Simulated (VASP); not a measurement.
TiSb (relaxed from the zinc blende structure, space group F-43m): computed properties

Level of theory: r2SCAN meta-GGA, VASP's PBE PAW potentials (set 64) (plane waves; VASP 6.6.1).

For TiSb, the space group is F-43m (216). The cell is a = 6.238 Å, b = 6.238 Å, c = 6.238 Å, α = 90.00°, β = 90.00°, γ = 90.00° and the volume per atom is 30.35 Å³/atom. The band gap (over mesh and band path) is none (metal, semimetal or under 0.01 eV) and the density is 4.64 g/cm³.

```xyz
2
Lattice="0.0000 3.1192 3.1192 3.1192 0.0000 3.1192 3.1192 3.1192 0.0000" Properties=species:S:1:pos:R:3 pbc="T T T"
Ti     0.0000     0.0000     0.0000
Sb     1.5596     1.5596     1.5596
```

Unless said otherwise, spin-orbit coupling is left out, though it shifts the bands of the heavy elements here.

The structure was generated: TiSb was put into the zinc blende type (F-43m), which need not be its known phase. It was relaxed first, which changed the volume by -26 %. Symmetry was kept, so distortions that lower it aren't found. The electron count is odd and the run is not spin-polarised, which forces a metal.
